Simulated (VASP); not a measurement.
Here is the system:

```
CELL_PARAMETERS angstrom
      0.00000     3.05000     3.05000
      3.05000     0.00000     3.05000
      3.05000     3.05000     0.00000
ATOMIC_POSITIONS crystal
  Ga 0.00000 0.00000 0.00000
  Sb 0.25000 0.25000 0.25000
```

These are PBE GGA, VASP's PBE PAW potentials (set 64) (plane waves; VASP 6.6.1) values and carry that method's errors. Run with 300 eV cut-off, 8×8×8 Γ-centred mesh, Fermi-Dirac smearing of 0.010 eV, potentials Ga_d Sb.

At this cut-off the stress carries a Pulay error, which pulls relaxed volumes low.

Q: Give the stress tensor in GPa (positive for a compressed cell).

A: 
```
2.81  0.00  0.00
0.00  2.81  0.00
0.00  0.00  2.81
```
The pressure is its mean diagonal, 2.81 GPa.

The structure is a typed GaSb crystal (F-43m). The cell was not relaxed at this level.
